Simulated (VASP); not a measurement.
Given:

```yaml
crystal:
  lattice:
    - [4.41660, 2.20830, 2.20830]
    - [2.20830, 4.41660, 2.20830]
    - [2.20830, 2.20830, 4.41660]
  atoms:
    - { symbol: Fe, position: [0.00000, 0.00000, 0.00000], spin: 4.0 }
    - { symbol: Fe, position: [0.50000, 0.50000, 0.50000], spin: -4.0 }
    - { symbol: O, position: [0.25000, 0.25000, 0.25000] }
    - { symbol: O, position: [0.75000, 0.75000, 0.75000] }
```

Method: PBE GGA, VASP's PBE PAW potentials (set 64) (plane waves; VASP). Run with 520 eV cut-off, 1×1×1 Γ-centred mesh, Gaussian smearing of 0.050 eV, potentials Fe O.

Q: Give the stress tensor in GPa (positive for a compressed cell).

A: 
```
-12.74    7.45    7.45
  7.45  -12.74    7.45
  7.45    7.45  -12.74
```
The pressure is its mean diagonal, -12.74 GPa.

The compound is FeO in the rock salt, AFM-II order structure. The cell was not relaxed at this level. The k-mesh is coarse (spacing up to 2.36 per Å, 2π included), so the numbers may not be converged in it. The run is one of a series of settings (KPOINTS 1×1×1 Γ-centred mesh against the base run), some of them coarse on purpose.
